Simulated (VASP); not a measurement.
Input:

```
CELL_PARAMETERS angstrom
      2.87253     0.00000     0.00000
      0.00000     2.82411     0.00000
      0.00000     0.00000     4.07704
ATOMIC_POSITIONS crystal
  Ti 0.00000 0.00000 0.00000
  Al 0.51492 0.50000 0.50000
```

Method: PBE GGA, VASP's PBE PAW potentials (set 64) (plane waves; VASP 6.6.1). Run with EDIFF = 1E-3, 400 eV cut-off, 11×12×8 Γ-centred mesh, first-order Methfessel-Paxton smearing of 0.10 eV, potentials Ti_sv Al.

**Question.** Estimate the energy per atom (σ→0), pressure, largest force, band gap (on the k-mesh) with the smallest direct gap where there is one.

**Answer.** 
```json
{
  "band gap (on the k-mesh)": "none (metal, semimetal or under 0.01 eV)",
  "energy per atom (σ→0)": "-6.190 eV/atom",
  "pressure": "-3.55 GPa",
  "largest_force": "0.179 eV/Å"
}
```

Only differences to runs with the same potentials and settings are physical.

The compound is TiAl in the L1_0 structure. The cell was not relaxed at this level, atoms are displaced from their ideal sites. The run is one of a series of settings (EDIFF = 1E-3 against the base run), some of them coarse on purpose. The electron count is odd and the run is not spin-polarised, which forces a metal.
